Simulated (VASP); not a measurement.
A convergence study with VASP on KTaO$_{3}$ (cubic perovskite): a few settings are varied, all else stays as given below, so the limit is that of these other settings. The cell's lengths are 1 % over those of the tabulated start and one atom is moved, so it is off equilibrium.

```
CELL_PARAMETERS angstrom
      4.02990     0.00000     0.00000
      0.00000     4.02990     0.00000
      0.00000     0.00000     4.02990
ATOMIC_POSITIONS crystal
  K  0.00000 0.00000 0.00000
  Ta 0.50000 0.50000 0.50000
  O  0.50000 0.00000 0.50000
  O  0.00000 0.50000 0.50000
  O  0.51504 0.50000 0.00000
```

The numbers are results of PBEsol GGA, VASP's PBE PAW potentials (set 64) (plane waves; VASP 6.6.1), not measurements. The last row used: LREAL = Auto, 700 eV cut-off, 4×4×4 Γ-centred mesh, Gaussian smearing of 0.050 eV, potentials K_sv Ta_pv O.

Unless said otherwise, spin-orbit coupling is left out, though it shifts the bands of the heavy elements here. Gaps are read on the run's mesh, which can miss a band edge.

```
setting                                        E (eV/atom)  pressure (GPa)  largest force (eV/Å)  gap on the mesh (eV)  plane waves
---------------------------------------------  -----------  --------------  --------------------  --------------------  -----------
ENCUT = 400, LREAL = .FALSE., PREC = Normal        -8.5834          -10.12                 0.316                 2.007         1213
ENCUT = 500, LREAL = .FALSE., PREC = Normal        -8.5709           -5.77                 0.314                 1.998         1674
ENCUT = 600, LREAL = .FALSE., PREC = Normal        -8.5724           -5.83                 0.314                 1.999         2272
ENCUT = 700, LREAL = .FALSE., PREC = Normal            ___             ___                 0.314                 2.000         2800
ENCUT = 500, LREAL = .FALSE., PREC = Accurate      -8.5709           -5.77                 0.314                 1.998         1674
ENCUT = 600, LREAL = .FALSE., PREC = Accurate      -8.5724           -5.83                 0.314                 1.999         2272
ENCUT = 400, LREAL = Auto, PREC = Normal           -8.5830          -10.02                 0.315                 2.007         1213
ENCUT = 500, LREAL = Auto, PREC = Normal           -8.5706           -5.45                 0.318                 1.998         1674
ENCUT = 600, LREAL = Auto, PREC = Normal           -8.5726           -5.80                 0.313                 1.999         2272
ENCUT = 700, LREAL = Auto, PREC = Normal           -8.5736           -5.80                 0.309                 2.000         2800
ENCUT = 400, LREAL = Auto, PREC = Accurate         -8.5820          -10.20                 0.316                 2.007         1213
ENCUT = 500, LREAL = Auto, PREC = Accurate         -8.5714           -5.76                 0.313                 1.997         1674
ENCUT = 600, LREAL = Auto, PREC = Accurate         -8.5726           -5.83                 0.314                 1.999         2272
ENCUT = 700, LREAL = Auto, PREC = Accurate         -8.5742           -5.92                 0.314                 2.000         2800
```

**Question.** What belongs in the gaps?

**Answer.** 
- ENCUT = 700, LREAL = .FALSE., PREC = Normal, E (eV/atom): -8.5741
- ENCUT = 700, LREAL = .FALSE., PREC = Normal, pressure (GPa): -5.86

Left out are rungs that failed or repeat a setting and relaxations that didn't move; long series are thinned to 24 rows.

The compound is KTaO3 in the cubic perovskite structure. The cell was not relaxed at this level, it is distorted from the ideal structure.
